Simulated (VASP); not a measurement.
```yaml
crystal:
  lattice:
    - [0.00000, 2.46734, 2.46734]
    - [2.46734, 0.00000, 2.46734]
    - [2.46734, 2.46734, 0.00000]
  atoms:
    - { symbol: Be, position: [0.00000, 0.00000, 0.00000] }
    - { symbol: S, position: [0.25000, 0.25000, 0.25000] }
```

These are vdW-DF2, VASP's PBE PAW potentials (set 64) (plane waves; VASP) values and carry that method's errors. Run with 520 eV cut-off, Gaussian smearing of 0.050 eV, potentials Be S.

Give the energies of bands 2 to 7 at the high-symmetry points, in eV from the valence-band maximum.

```json
[
 {"band": "2", "Γ": "0.00", "X": "-4.59", "U": "-4.17", "L": "-5.26", "W": "-3.91"},
 {"band": "3", "Γ": "0.00", "X": "-2.38", "U": "-3.66", "L": "-0.93", "W": "-3.46"},
 {"band": "4", "Γ": "0.00", "X": "-2.38", "U": "-1.97", "L": "-0.93", "W": "-2.96"},
 {"band": "5", "Γ": "5.75", "X": "3.58", "U": "4.73", "L": "5.53", "W": "6.71"},
 {"band": "6", "Γ": "5.88", "X": "5.21", "U": "7.64", "L": "6.80", "W": "8.27"},
 {"band": "7", "Γ": "5.88", "X": "12.42", "U": "10.46", "L": "6.80", "W": "8.48"}
]
```

The gap is indirect, 3.58 eV, from the valence maximum at Γ to the conduction minimum at X.

The compound is BeS in the zinc blende structure. It was relaxed first.
